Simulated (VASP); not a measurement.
All values below come from PBE GGA with D3 dispersion (zero damping), VASP's PBE PAW potentials (set 64) (plane waves; VASP).

VASP input:

**KPOINTS**
```
kpoints
0
gamma
17 17 17
```

**INCAR**
```
! general
SYSTEM   =  Ag
PREC     =  Accurate
ENCUT    =  520   ! plane-wave cut-off (eV)
LREAL    =  .FALSE.   ! projection in real space or not
LASPH    =  .TRUE.

! electronic loop
EDIFF    =  1E-7   ! SCF stop (eV)
NELM     =  100
ALGO     =  Normal
LMAXMIX  =  4

! smearing
ISMEAR   =  -5   ! tetrahedra, Bloechl

! functional
GGA      =  PE
IVDW     =  11   ! D3, zero damping

! ions
ISIF     =  2

! output
LWAVE    =  .FALSE.
LCHARG   =  .TRUE.
LORBIT   =  11   ! lm-projected
NEDOS    =  601   ! DOS grid
```

**POSCAR**
```
Ag
1
    0.0000000000     2.0352634268     2.0352634268
    2.0352634268     0.0000000000     2.0352634268
    2.0352634268     2.0352634268     0.0000000000
Ag
1
Direct
  0.0000000000   0.0000000000   0.0000000000
```

POTCAR, in this order: Ag (PBE.64 set). Program: vasp_std.

The run wrote:

OSZICAR:
```
       N       E                     dE             d eps       ncg     rms          rms(c)
DAV:   1     0.455995967885E+02    0.45600E+02   -0.58388E+03  3066   0.111E+03
DAV:   2    -0.255798709720E+01   -0.48158E+02   -0.45953E+02  3050   0.210E+02
DAV:   3    -0.295913147318E+01   -0.40114E+00   -0.40104E+00  3524   0.233E+01
DAV:   4    -0.296001718631E+01   -0.88571E-03   -0.88578E-03  3388   0.997E-01
DAV:   5    -0.296002246262E+01   -0.52763E-05   -0.52764E-05  3294   0.747E-02    0.540E+00
DAV:   6    -0.271233542906E+01    0.24769E+00   -0.11488E+00  3020   0.117E+01    0.348E+00
DAV:   7    -0.270346220235E+01    0.88732E-02   -0.12186E-02  3242   0.122E+00    0.193E+00
DAV:   8    -0.270040166213E+01    0.30605E-02   -0.68194E-04  3094   0.250E-01    0.771E-02
DAV:   9    -0.270040827217E+01   -0.66100E-05   -0.75489E-06  3452   0.278E-02    0.142E-02
DAV:  10    -0.270041455942E+01   -0.62872E-05   -0.37480E-06  3252   0.242E-02    0.533E-03
DAV:  11    -0.270041398116E+01    0.57826E-06   -0.92097E-08  2413   0.331E-03    0.389E-04
DAV:  12    -0.270041390974E+01    0.71420E-07   -0.55425E-09  1555   0.862E-04
   1 F= -.32068166E+01 E0= -.32068166E+01  d E =0.000000E+00
```

### OUTCAR
```
------------------------ aborting loop because EDIFF is reached ----------------------------------------
 Edisp (eV)   -0.50640
  FORCE on cell =-STRESS in cart. coord.  units (eV):
  Direction    XX          YY          ZZ          XY          YZ          ZX
  --------------------------------------------------------------------------------------
  Total       0.01073     0.01073     0.01073     0.00000     0.00000     0.00000
  in kB       1.01945     1.01945     1.01945     0.00000     0.00000     0.00000
  external pressure =        1.02 kB  Pullay stress =        0.00 kB
  volume of cell :       16.86
      direct lattice vectors                 reciprocal lattice vectors
     0.000000000  2.035263427  2.035263427    -0.245668444  0.245668444  0.245668444
     2.035263427  0.000000000  2.035263427     0.245668444 -0.245668444  0.245668444
     2.035263427  2.035263427  0.000000000     0.245668444  0.245668444 -0.245668444
 POSITION                                       TOTAL-FORCE (eV/Angst)
 -----------------------------------------------------------------------------------
      0.00000      0.00000      0.00000        -0.000000     -0.000000     -0.000000
 -----------------------------------------------------------------------------------
    total drift:                               -0.000000     -0.000000      0.000000
  FREE ENERGIE OF THE ION-ELECTRON SYSTEM (eV)
  ---------------------------------------------------
  free  energy   TOTEN  =        -3.2068165627 eV

  energy  without entropy=       -3.2068165627  energy(sigma->0) =       -3.20681656

 total charge

# of ion       s       p       d       tot
------------------------------------------
    1        0.425   0.307   9.158   9.890
```
(Selected blocks of OUTCAR.)

**OUTCAR**
```
 val. band max:        8.5462806692   @ k =   0.4706   0.1765   0.0000

 cond. band min:       8.6340162814   @ k =  -0.2941   0.2353   0.0000


 Fermi energy:         8.6450615341

 k-point     1 :       0.0000    0.0000    0.0000
  band No.  band energies     occupation
      1       0.7358      2.00000
      2       3.7376      2.00000
      3       3.7376      2.00000
      4       3.7376      2.00000
      5       4.7922      2.00000
      6       4.7922      2.00000
      7      24.6345      0.00000
      8      28.2792      0.00000
      9      28.2792      0.00000

 k-point     2 :       0.0588    0.0000    0.0000
  band No.  band energies     occupation
      1       0.8451      2.00000
      2       3.7119      2.00000
      3       3.7683      2.00000
      4       3.7683      2.00000
      5       4.7803      2.00000
      6       4.7803      2.00000
      7      24.6614      0.00000
      8      27.3534      0.00000
      9      28.3289      0.00000

 k-point     3 :       0.1176    0.0000    0.0000
  band No.  band energies     occupation
      1       1.1594      2.00000
      2       3.6541      2.00000
      3       3.8465      2.00000
      4       3.8465      2.00000
      5       4.7584      2.00000
      6       4.7584      2.00000
      7      24.3449      0.00000
      8      25.8969      0.00000
      9      28.4482      0.00000

 k-point     4 :       0.1765    0.0000    0.0000
  band No.  band energies     occupation
      1       1.6190      2.00000
      2       3.6391      2.00000
      3       3.9268      2.00000
      4       3.9268      2.00000
      5       4.7715      2.00000
      6       4.7715      2.00000
      7      22.6190      0.00000
      8      25.5283      0.00000
      9      28.5430      0.00000

 k-point     5 :       0.2353    0.0000    0.0000
  band No.  band energies     occupation
      1       2.0522      2.00000
      2       3.8553      2.00000
      3       3.9480      2.00000
...
```

For a metal the tetrahedron method with Blöchl corrections gives inexact stress and forces.

The compound is Ag in the fcc structure. It was relaxed first.
